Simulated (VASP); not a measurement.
Here is the system:

```yaml
crystal:
  lattice:
    - [0.00000, 2.73427, 2.73427]
    - [2.73427, 0.00000, 2.73427]
    - [2.73427, 2.73427, 0.00000]
  atoms:
    - { symbol: Si, position: [0.00000, 0.00000, 0.00000] }
    - { symbol: Si, position: [0.25000, 0.25000, 0.25000] }
```

Method: PBE GGA, VASP's PBE PAW potentials (set 64) (plane waves; VASP 6.6.1). Run with 520 eV cut-off, Gaussian smearing of 0.050 eV, potentials Si.

Problem. Give the energies of bands 2 to 7 at the high-symmetry points, in eV from the valence-band maximum.

Solution. 
| band | Γ | X | U | L | W |
|---|---|---|---|---|---|
| 2 | 0.00 | -7.75 | -7.16 | -6.87 | -7.59 |
| 3 | 0.00 | -2.79 | -4.20 | -1.18 | -3.76 |
| 4 | 0.00 | -2.79 | -2.38 | -1.18 | -3.76 |
| 5 | 2.56 | 0.75 | 1.23 | 1.47 | 4.27 |
| 6 | 2.56 | 0.75 | 4.11 | 3.35 | 4.27 |
| 7 | 2.56 | 9.94 | 7.38 | 3.35 | 4.93 |

The gap is indirect, 0.61 eV, from the valence maximum at Γ to the conduction minimum at Γ-X at 0.86.

Measured: gap 1.23 eV (computed value off by -0.62 eV), as given by Wei Chen et al., Physical Review Materials (2018), doi:10.1103/physrevmaterials.2.073803 [zero-point renormalisation of 0.06 eV added back (the table's ZPR column)].

The compound is Si in the diamond structure. It was relaxed first.
